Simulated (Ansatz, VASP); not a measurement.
# H107C58N29O10: VASP beside Ansatz, part 2 of 2

One calculation is typed for both programs; each brings its own data sets. How far apart do they land? The cell is taken from a series of runs on this material, whose earlier steps may have relaxed, scaled, displaced or heated it; both programs get it as it stands.

VASP 6.6.1 and Ansatz 0.2.0.

So far. Step 2 (VASP: single point, PBEsol): The run ends at a pressure of 0.00 GPa, with forces up to 5.4 eV/Å.

**3. Ansatz: single point, PBEsol**

Level of this step: Ansatz beside VASP: Kohn-Sham DFT, plane waves, PBEsol (Ansatz).

Ansatz runs on its default PAW (the set named soft_2) files.

The same cell, functional and mesh now go to Ansatz, which takes its cutoff from its data sets.

The input, input.yaml:

```yaml
crystal:
  lattice:
    - [14.1522, 0.0, 0.0]
    - [0.0, 14.1522, 0.0]
    - [0.0, 0.0, 14.1522]
  atoms:
    - { symbol: C, position: [0.75584, 0.23518, 0.79878] }
    - { symbol: C, position: [0.73003, 0.14366, 0.75138] }
    - { symbol: "N", position: [0.70689, 0.07479, 0.71157] }
    - { symbol: H, position: [0.76425, 0.29194, 0.74993] }
    - { symbol: H, position: [0.70622, 0.25456, 0.85695] }
    - { symbol: H, position: [0.82581, 0.23022, 0.83101] }
    - { symbol: C, position: [0.74079, 0.79538, 0.50404] }
    - { symbol: C, position: [0.8194, 0.72939, 0.51763] }
    - { symbol: "N", position: [0.88816, 0.68532, 0.53698] }
    - { symbol: H, position: [0.72578, 0.83719, 0.56416] }
    - { symbol: H, position: [0.75119, 0.84226, 0.44153] }
    - { symbol: H, position: [0.676, 0.75695, 0.49752] }
    - { symbol: C, position: [0.91335, 0.89994, 0.70828] }
    - { symbol: C, position: [0.94572, 0.95734, 0.78647] }
    - { symbol: "N", position: [0.96577, 0.99649, 0.85615] }
    - { symbol: H, position: [0.93471, 0.91648, 0.63545] }
    - { symbol: H, position: [0.93682, 0.8258, 0.71858] }
    - { symbol: H, position: [0.83628, 0.9076, 0.70687] }
    - { symbol: C, position: [0.94905, 0.97142, 0.38531] }
    - { symbol: C, position: [0.94746, 0.02623, 0.30081] }
    - { symbol: "N", position: [0.9605, 0.07152, 0.2344] }
    - { symbol: H, position: [0.01539, 0.93072, 0.38576] }
    - { symbol: H, position: [0.95442, 0.02213, 0.43704] }
    - { symbol: H, position: [0.88904, 0.92624, 0.39768] }
    - { symbol: C, position: [0.53801, 0.70145, 0.19959] }
    - { symbol: C, position: [0.62481, 0.70108, 0.25129] }
    - { symbol: "N", position: [0.69591, 0.70913, 0.29481] }
    - { symbol: H, position: [0.4891, 0.75559, 0.22545] }
    - { symbol: H, position: [0.55734, 0.71883, 0.12669] }
    - { symbol: H, position: [0.51636, 0.62952, 0.2041] }
    - { symbol: C, position: [0.08525, 0.71444, 0.59406] }
    - { symbol: C, position: [0.18055, 0.69321, 0.61464] }
    - { symbol: "N", position: [0.26264, 0.68495, 0.63431] }
    - { symbol: H, position: [0.06657, 0.6578, 0.54524] }
    - { symbol: H, position: [0.04212, 0.70995, 0.6597] }
    - { symbol: H, position: [0.0798, 0.78604, 0.57033] }
    - { symbol: C, position: [0.93773, 0.6007, 0.29984] }
    - { symbol: C, position: [0.01465, 0.67231, 0.30455] }
    - { symbol: "N", position: [0.07598, 0.72672, 0.31417] }
    - { symbol: H, position: [0.96314, 0.52956, 0.31096] }
    - { symbol: H, position: [0.88644, 0.61943, 0.35614] }
    - { symbol: H, position: [0.90644, 0.59941, 0.23158] }
    - { symbol: C, position: [0.06463, 0.12608, 0.04082] }
    - { symbol: C, position: [0.11415, 0.20012, 0.09777] }
    - { symbol: "N", position: [0.15228, 0.25787, 0.14121] }
    - { symbol: H, position: [0.09145, 0.12378, 0.96758] }
    - { symbol: H, position: [0.06643, 0.05861, 0.06934] }
    - { symbol: H, position: [0.99211, 0.152, 0.02655] }
    - { symbol: C, position: [0.46364, 0.20785, 0.64069] }
    - { symbol: C, position: [0.55959, 0.23976, 0.60732] }
    - { symbol: "N", position: [0.62885, 0.26772, 0.57184] }
    - { symbol: H, position: [0.43771, 0.25965, 0.6909] }
    - { symbol: H, position: [0.41561, 0.2162, 0.57816] }
    - { symbol: H, position: [0.46048, 0.13856, 0.67127] }
    - { symbol: C, position: [0.78961, 0.62063, 0.81971] }
    - { symbol: C, position: [0.76618, 0.72058, 0.83297] }
    - { symbol: "N", position: [0.74678, 0.79966, 0.8376] }
    - { symbol: H, position: [0.84068, 0.59535, 0.86912] }
    - { symbol: H, position: [0.72604, 0.57893, 0.82422] }
    - { symbol: H, position: [0.81984, 0.60662, 0.74933] }
    - { symbol: C, position: [0.41453, 0.02031, 0.16095] }
    - { symbol: C, position: [0.32503, 0.97316, 0.14122] }
    - { symbol: "N", position: [0.25398, 0.9352, 0.11355] }
    - { symbol: H, position: [0.4448, 0.991, 0.22165] }
    - { symbol: H, position: [0.4579, 0.0103, 0.10013] }
    - { symbol: H, position: [0.40849, 0.0947, 0.17311] }
    - { symbol: C, position: [0.37019, 0.37032, 0.13134] }
    - { symbol: C, position: [0.37237, 0.36726, 0.0276] }
    - { symbol: "N", position: [0.38875, 0.36547, 0.94726] }
    - { symbol: H, position: [0.39435, 0.44007, 0.16206] }
    - { symbol: H, position: [0.29957, 0.3563, 0.15594] }
    - { symbol: H, position: [0.41764, 0.31974, 0.15933] }
    - { symbol: C, position: [0.23283, 0.64773, 0.1685] }
    - { symbol: C, position: [0.28751, 0.68941, 0.241] }
    - { symbol: "N", position: [0.32595, 0.73043, 0.30329] }
    - { symbol: H, position: [0.26655, 0.59131, 0.12714] }
    - { symbol: H, position: [0.17576, 0.61251, 0.20342] }
    - { symbol: H, position: [0.19873, 0.70534, 0.12145] }
    - { symbol: C, position: [0.27303, 0.44702, 0.78783] }
    - { symbol: C, position: [0.19493, 0.50739, 0.75989] }
    - { symbol: "N", position: [0.12123, 0.54407, 0.74516] }
    - { symbol: H, position: [0.26162, 0.37779, 0.75589] }
    - { symbol: H, position: [0.3425, 0.47389, 0.76428] }
    - { symbol: H, position: [0.26797, 0.4342, 0.86013] }
    - { symbol: C, position: [0.42155, 0.68857, 0.86867] }
    - { symbol: C, position: [0.44738, 0.62741, 0.94295] }
    - { symbol: "N", position: [0.45413, 0.57979, 0.01152] }
    - { symbol: H, position: [0.3981, 0.75899, 0.89487] }
    - { symbol: H, position: [0.49021, 0.70519, 0.8346] }
    - { symbol: H, position: [0.36922, 0.66124, 0.82159] }
    - { symbol: C, position: [0.5291, 0.89317, 0.73005] }
    - { symbol: C, position: [0.45234, 0.94327, 0.77201] }
    - { symbol: "N", position: [0.38879, 0.98712, 0.80252] }
    - { symbol: H, position: [0.54746, 0.92015, 0.66636] }
    - { symbol: H, position: [0.5893, 0.90073, 0.77673] }
    - { symbol: H, position: [0.51036, 0.81733, 0.72345] }
    - { symbol: C, position: [0.24191, 0.24249, 0.38016] }
    - { symbol: C, position: [0.18197, 0.32273, 0.3597] }
    - { symbol: "N", position: [0.13156, 0.38624, 0.35574] }
    - { symbol: H, position: [0.19206, 0.18142, 0.38295] }
    - { symbol: H, position: [0.29731, 0.24477, 0.32685] }
    - { symbol: H, position: [0.26817, 0.24842, 0.45198] }
    - { symbol: C, position: [0.03516, 0.4407, 0.96859] }
    - { symbol: C, position: [0.06833, 0.35695, 0.90936] }
    - { symbol: "N", position: [0.08763, 0.29296, 0.86016] }
    - { symbol: H, position: [0.95811, 0.44732, 0.96807] }
    - { symbol: H, position: [0.05682, 0.43142, 0.04164] }
    - { symbol: H, position: [0.05837, 0.51383, 0.95474] }
    - { symbol: C, position: [0.18158, 0.12255, 0.76836] }
    - { symbol: C, position: [0.167, 0.08308, 0.67358] }
    - { symbol: "N", position: [0.1636, 0.05363, 0.59683] }
    - { symbol: H, position: [0.21659, 0.18855, 0.77679] }
    - { symbol: H, position: [0.11582, 0.12613, 0.80909] }
    - { symbol: H, position: [0.23052, 0.07575, 0.79869] }
    - { symbol: C, position: [0.73934, 0.95475, 0.00524] }
    - { symbol: C, position: [0.64408, 0.9252, 0.00454] }
    - { symbol: "N", position: [0.56944, 0.89201, 0.00807] }
    - { symbol: H, position: [0.746, 0.0071, 0.05974] }
    - { symbol: H, position: [0.7895, 0.8982, 0.02592] }
    - { symbol: H, position: [0.76793, 0.98538, 0.9412] }
    - { symbol: C, position: [0.65585, 0.43763, 0.37879] }
    - { symbol: C, position: [0.5976, 0.35951, 0.35446] }
    - { symbol: "N", position: [0.55032, 0.29387, 0.3379] }
    - { symbol: H, position: [0.73172, 0.41602, 0.38229] }
    - { symbol: H, position: [0.64101, 0.49669, 0.3348] }
    - { symbol: H, position: [0.63104, 0.46897, 0.44416] }
    - { symbol: C, position: [0.64056, 0.46392, 0.01076] }
    - { symbol: C, position: [0.66125, 0.36297, 0.02865] }
    - { symbol: "N", position: [0.68868, 0.28837, 0.04499] }
    - { symbol: H, position: [0.70212, 0.50461, 0.00784] }
    - { symbol: H, position: [0.59545, 0.4721, 0.95094] }
    - { symbol: H, position: [0.6027, 0.48868, 0.06972] }
    - { symbol: C, position: [0.92467, 0.29717, 0.21315] }
    - { symbol: C, position: [0.85914, 0.37188, 0.19843] }
    - { symbol: "N", position: [0.82136, 0.44172, 0.17849] }
    - { symbol: H, position: [0.94258, 0.25353, 0.15153] }
    - { symbol: H, position: [0.9905, 0.3281, 0.2425] }
    - { symbol: H, position: [0.89782, 0.2518, 0.2702] }
    - { symbol: C, position: [0.30883, 0.52934, 0.43061] }
    - { symbol: C, position: [0.32083, 0.45939, 0.50862] }
    - { symbol: "N", position: [0.32728, 0.40047, 0.56437] }
    - { symbol: H, position: [0.33041, 0.50239, 0.36054] }
    - { symbol: H, position: [0.23448, 0.54815, 0.42544] }
    - { symbol: H, position: [0.35599, 0.58938, 0.4425] }
    - { symbol: C, position: [0.1049, 0.76707, 0.85936] }
    - { symbol: C, position: [0.16443, 0.70353, 0.9151] }
    - { symbol: "N", position: [0.20925, 0.64314, 0.95149] }
    - { symbol: H, position: [0.13181, 0.80271, 0.79785] }
    - { symbol: H, position: [0.0357, 0.73344, 0.85404] }
    - { symbol: H, position: [0.08518, 0.83016, 0.89587] }
    - { symbol: C, position: [0.70131, 0.13154, 0.22288] }
    - { symbol: C, position: [0.69574, 0.0308, 0.24693] }
    - { symbol: "N", position: [0.69944, 0.95078, 0.26521] }
    - { symbol: H, position: [0.76081, 0.15062, 0.17734] }
    - { symbol: H, position: [0.63429, 0.14583, 0.18279] }
    - { symbol: H, position: [0.70036, 0.17505, 0.29037] }
    - { symbol: C, position: [0.01272, 0.4205, 0.5334] }
    - { symbol: C, position: [0.94376, 0.42521, 0.60658] }
    - { symbol: "N", position: [0.8864, 0.43653, 0.66476] }
    - { symbol: H, position: [0.0768, 0.38981, 0.56492] }
    - { symbol: H, position: [0.98714, 0.3735, 0.47746] }
    - { symbol: H, position: [0.03369, 0.4864, 0.4961] }
    - { symbol: C, position: [0.23329, 0.89292, 0.46136] }
    - { symbol: C, position: [0.27606, 0.97119, 0.40648] }
    - { symbol: "N", position: [0.30884, 0.0337, 0.36556] }
    - { symbol: H, position: [0.24299, 0.89282, 0.53979] }
    - { symbol: H, position: [0.15815, 0.88342, 0.45531] }
    - { symbol: H, position: [0.26393, 0.82373, 0.43936] }
    - { symbol: C, position: [0.98297, 0.88934, 0.07066] }
    - { symbol: C, position: [0.96575, 0.79283, 0.04501] }
    - { symbol: "N", position: [0.95071, 0.71738, 0.02211] }
    - { symbol: H, position: [0.01383, 0.92715, 0.01197] }
    - { symbol: H, position: [0.91676, 0.92159, 0.09344] }
    - { symbol: H, position: [0.02808, 0.90136, 0.13261] }
    - { symbol: O, position: [0.56098, 0.55323, 0.74098] }
    - { symbol: H, position: [0.52816, 0.58358, 0.68625] }
    - { symbol: H, position: [0.61477, 0.51397, 0.71735] }
    - { symbol: O, position: [0.49938, 0.10366, 0.35596] }
    - { symbol: H, position: [0.43407, 0.09772, 0.38226] }
    - { symbol: H, position: [0.51836, 0.17172, 0.3552] }
    - { symbol: O, position: [0.79248, 0.21879, 0.45418] }
    - { symbol: H, position: [0.73898, 0.25317, 0.48496] }
    - { symbol: H, position: [0.7721, 0.15308, 0.43806] }
    - { symbol: O, position: [0.24871, 0.90088, 0.91494] }
    - { symbol: H, position: [0.2482, 0.91979, 0.98302] }
    - { symbol: H, position: [0.30202, 0.93339, 0.88186] }
    - { symbol: O, position: [0.48386, 0.74842, 0.43178] }
    - { symbol: H, position: [0.50678, 0.81487, 0.42454] }
    - { symbol: H, position: [0.42935, 0.73742, 0.38819] }
    - { symbol: O, position: [0.72829, 0.03755, 0.51556] }
    - { symbol: H, position: [0.66183, 0.02173, 0.49751] }
    - { symbol: H, position: [0.7302, 0.05729, 0.58338] }
    - { symbol: O, position: [0.56403, 0.91808, 0.41226] }
    - { symbol: H, position: [0.53773, 0.97665, 0.38276] }
    - { symbol: H, position: [0.628, 0.90483, 0.38533] }
    - { symbol: O, position: [0.69539, 0.43929, 0.65339] }
    - { symbol: H, position: [0.76507, 0.43715, 0.6649] }
    - { symbol: H, position: [0.67621, 0.38349, 0.61452] }
    - { symbol: O, position: [0.52239, 0.36732, 0.80047] }
    - { symbol: H, position: [0.46842, 0.36155, 0.84572] }
    - { symbol: H, position: [0.51728, 0.42845, 0.7654] }
    - { symbol: O, position: [0.46324, 0.65829, 0.60797] }
    - { symbol: H, position: [0.39848, 0.67995, 0.62612] }
    - { symbol: H, position: [0.47955, 0.68374, 0.5441] }
kpoints:
  mp_grid: { grid: [1, 1, 1] }
hamiltonian:
  xc: pbesol
scf:
  occupations: { method: fixed }
output:
  forces: true
  stress: true
  populations: true
  dos:
    method: { smearing: { sigma: 0.15 } }
    de: 0.1
    projected: { site_lists: { C: [C], H: [H], "N": ["N"], O: [O] } }
  eigenvalues: true
  write_density: true
  write_potential: true
  volumetric_format: npy
```

On the command line:

```
$ ansatz run input.yaml --threads 8 --pin off --max-ram 15872MiB --backend cpu --events-out ev --progress --plain --runs-dir out
```

Numbers of over 12 decimals in the logs are rounded to 6 here.

Log:

```text
Engine: ansatz 0.2.0, aarch64-unknown-linux-gnu
Pseudopotentials: kind: paw
Pseudopotential: C, paw, valence charge 4, recommended cutoff 420 eV (normal), C.paw.azcp
Pseudopotential: N, paw, valence charge 5, recommended cutoff 420 eV (normal), N.paw.azcp
Pseudopotential: H, paw, valence charge 1, recommended cutoff 420 eV (normal), H.paw.azcp
Pseudopotential: O, paw, valence charge 6, recommended cutoff 420 eV (normal), O.paw.azcp
Functional definition: PBEsol
  exchange = pbesol_x
  correlation = pbesol_c
Crystal: 204 atoms, lattice volume = 2834.470 Å³
Basis set: ecut = 420 eV, 55467 PW (Γ), exchange–correlation on 192×192×192 points (8 copies of the dense FFT grid, shifted against one another)
Bands: 476, of which v1, the nominal top of the filled ones, is band 272 counted from 1 (271 counted from 0)
Symmetry: 1 space group operations
Space group: P1 (ITA 1), of the structure as read, at distance tolerance 1.4e-4 Å
k-points: 1
Non-local potential: C, projectors of the file, l = 0: 2, l = 1: 2, l = 2: 1
Non-local potential: N, projectors of the file, l = 0: 2, l = 1: 2, l = 2: 1
Non-local potential: H, projectors of the file, l = 0: 2, l = 1: 1
Non-local potential: O, projectors of the file, l = 0: 2, l = 1: 2, l = 2: 1
PAW form: soft (Blöchl's): semilocal exchange-correlation on the pseudo side does not see the compensation charge
PAW frozen core: C, regenerated for the run's functional, and the local potential with it (the file was generated under x = pbe(κ = 0.804, μ = 0.219515), c = pbe(β = 0.066725))
PAW frozen core: N, regenerated for the run's functional, and the local potential with it (the file was generated under x = pbe(κ = 0.804, μ = 0.219515), c = pbe(β = 0.066725))
PAW frozen core: O, regenerated for the run's functional, and the local potential with it (the file was generated under x = pbe(κ = 0.804, μ = 0.219515), c = pbe(β = 0.066725))
PAW one-centre angular grid: C, 110 points (default); XC on 64 Gauss nodes
PAW one-centre angular grid: N, 110 points (default); XC on 64 Gauss nodes
PAW one-centre angular grid: H, 110 points (default); XC on 64 Gauss nodes
PAW one-centre angular grid: O, 110 points (default); XC on 64 Gauss nodes
Initial density: superposition of atomic densities (neutral atoms: chi_scale 0, normalization atom), corrected by the library's trained network
Initial wavefunctions: pseudopotential atomic-orbital guess
Functional: x = pbesol(κ = 0.804, μ = 0.123457), c = pbesol(β = 0.046)
SCF iter   1: F=—  HF=-32558.316437 eV  |F-HF|=—  |Δ(HF+E_count)|=         —  Δρ=4.35e-3  dr2=5.78e-1  ethr=1.77e-3  ⟨swp⟩=5.0  Hψ=1621  notcnv=0  defer=201
preconditioner: auto → Resta (q_TF=auto, 2.072 Å⁻¹)  ε∞=2.3  [insulator: Δε(μ)=4.420 eV  Ē_g=14.464 eV  n_scr=436 (ndim 8)  ℏωp=16.3 eV  f_vac=0.284  ε∞_Penn≈2.3]
SCF iter   2: F=—  HF=-32558.309041 eV  |F-HF|=—  |Δ(HF+E_count)|=   7.40e-3  Δρ=1.98e-3  dr2=1.40e-1  ethr=1.06e-4  ⟨swp⟩=2.0  Hψ=825  notcnv=0  defer=201
SCF iter   3: F=—  HF=-32558.331335 eV  |F-HF|=—  |Δ(HF+E_count)|=   2.23e-2  Δρ=1.12e-3  dr2=5.49e-2  ethr=2.58e-5  ⟨swp⟩=4.0  Hψ=553  notcnv=0  defer=202
SCF iter   4: F=—  HF=-32558.339792 eV  |F-HF|=—  |Δ(HF+E_count)|=   8.46e-3  Δρ=5.63e-4  dr2=1.21e-2  ethr=1.01e-5  ⟨swp⟩=4.0  Hψ=544  notcnv=0  defer=202
SCF iter   5: F=—  HF=-32558.339895 eV  |F-HF|=—  |Δ(HF+E_count)|=   1.03e-4  Δρ=2.09e-4  dr2=1.59e-3  ethr=2.23e-6  ⟨swp⟩=3.0  Hψ=552  notcnv=0  defer=202
SCF iter   6: F=—  HF=-32558.340311 eV  |F-HF|=—  |Δ(HF+E_count)|=   4.15e-4  Δρ=9.32e-5  dr2=3.09e-4  ethr=2.92e-7  ⟨swp⟩=2.0  Hψ=823  notcnv=0  defer=202
SCF iter   7: F=—  HF=-32558.340364 eV  |F-HF|=—  |Δ(HF+E_count)|=   5.35e-5  Δρ=5.58e-5  dr2=1.06e-4  ethr=5.68e-8  ⟨swp⟩=2.0  Hψ=540  notcnv=0  defer=201
SCF iter   8: F=—  HF=-32558.340419 eV  |F-HF|=—  |Δ(HF+E_count)|=   5.43e-5  Δρ=1.34e-5  dr2=5.33e-6  ethr=1.94e-8  ⟨swp⟩=2.0  Hψ=507  notcnv=0  defer=201
SCF iter   9: F=—  HF=-32558.342709 eV  |F-HF|=—  |Δ(HF+E_count)|=   2.29e-3  Δρ=8.96e-6  dr2=2.59e-6  ethr=9.79e-10  ⟨swp⟩=2.0  Hψ=748  notcnv=0  defer=201
SCF iter  10: F=—  HF=-32558.342710 eV  |F-HF|=—  |Δ(HF+E_count)|=   2.92e-7  Δρ=3.06e-6  dr2=3.30e-7  ethr=4.76e-10  ⟨swp⟩=2.0  Hψ=548  notcnv=0  defer=201
SCF iter  11: F=-32558.342710 eV  HF=-32558.342710 eV  |F-HF|=1.35e-8  |Δ(HF+E_count)|=   1.46e-7  Δρ=1.31e-6  dr2=4.99e-8  ethr=1.84e-11  ⟨swp⟩=22.0  Hψ=4793  notcnv=0
SCF 1 converged in 11 iterations: F = -32558.342710 eV  dr2 = 4.99e-8
  greatest PAW one-centre occupation: 0.863 electrons in one spin orbital (limit 2), on the O atom at site 183 (counted from 0), in its partial waves of l = 0
[...]
--- Löwdin populations: 204 sites ---
  site symbol       q [e]
     0      C      4.5016
     1      C      3.7394
     2      N      5.2304
     3      H      0.7382
     4      H      0.7363
     5      H      0.7431
     6      C      4.5105
     7      C      3.7711
     8      N      5.2340
     9      H      0.7424
    10      H      0.7700
    11      H      0.7272
    12      C      4.4985
    13      C      3.7653
    14      N      5.2234
    15      H      0.7555
    16      H      0.7673
    17      H      0.7353
    18      C      4.5193
    19      C      3.7602
    20      N      5.2277
    21      H      0.7507
    22      H      0.7129
    23      H      0.7477
[...]
196      H      0.6327
   197      H      0.6258
   198      O      6.7530
   199      H      0.6299
   200      H      0.6262
   201      O      6.7247
   202      H      0.6187
   203      H      0.6135
  spilling = 0.015153 (of n_electrons = 544.000000)
```

The column dr2 measures how far the density is from self-consistency, as an energy; F and HF (Harris–Foulkes) agree once it is small.

**4. Differences**

Known differences besides the potentials themselves: fixed occupations in Ansatz, narrow Gaussian smearing in VASP; the cutoff is 420 eV in Ansatz and 600 eV in VASP (PREC = Accurate, projectors in real space); Ansatz makes its cores anew for this functional, VASP keeps those of its PBE data sets. Total energies have different zeros and are not compared.

The two programs side by side:

| quantity | Ansatz | VASP | difference |
| --- | --- | --- | --- |
| pressure (GPa) | -0.16 | 0.00 | -0.16 |
| gap on the k mesh (eV) | 4.292 | 4.278 | +0.014 |

Forces on 9 of the 204 atoms, those with the largest forces and the largest differences (eV/Å; atoms numbered as in POSCAR):

| atom | Ansatz x, y, z | VASP x, y, z |
| --- | --- | --- |
| C12 | 5.332, 0.254, 1.782 | 5.110, 0.272, 1.729 |
| C15 | 0.182, 3.507, -1.067 | 0.199, 3.508, -1.043 |
| C22 | -3.229, -1.309, -1.627 | -3.033, -1.203, -1.547 |
| C30 | -0.894, -1.920, 3.303 | -0.914, -1.757, 3.066 |
| C58 | 0.718, 2.570, 1.057 | 0.824, 3.109, 1.220 |
| N64 | -3.755, 0.328, -1.099 | -3.501, 0.302, -1.041 |
| N69 | 3.542, 1.924, 1.599 | 3.331, 1.812, 1.509 |
| N80 | 0.199, -1.573, 0.226 | 0.370, -2.042, 0.328 |
| N87 | -0.598, -2.924, -0.878 | -0.706, -3.471, -1.044 |

The forces differ by 126 meV/Å r.m.s., which is 14.0 % of the r.m.s. force of 0.898 eV/Å (both taken over all components). A gap on the mesh is an upper bound, since the band edges may lie between its points.

**5. Results**

| Property | Result |
| --- | --- |
| r.m.s. force difference (single point, PBEsol) | 14 % of the r.m.s. force |

The r.m.s. force difference is 14 % of the r.m.s. force (single point, PBEsol), beyond the 3 % picked in this series as the mark of a large difference. What causes the difference of the single point, PBEsol pair stays open here. Such differences can come from data sets, numerical settings and the points named under the comparisons, not from the functional's error against experiment.

[Lines on the potential files, build, host, timing and source positions are cut from VASP's logs without a mark.]

[Logs are printed without paths, hosts, clocks, repeated set-up lines and the standing remarks that a program may print on its own settings, such as how far it seeks lower states.]

[Hosts, paths, dates, database ids (printed as entryN), source tags and the programs' standing remarks are cut or masked in the printed files.]
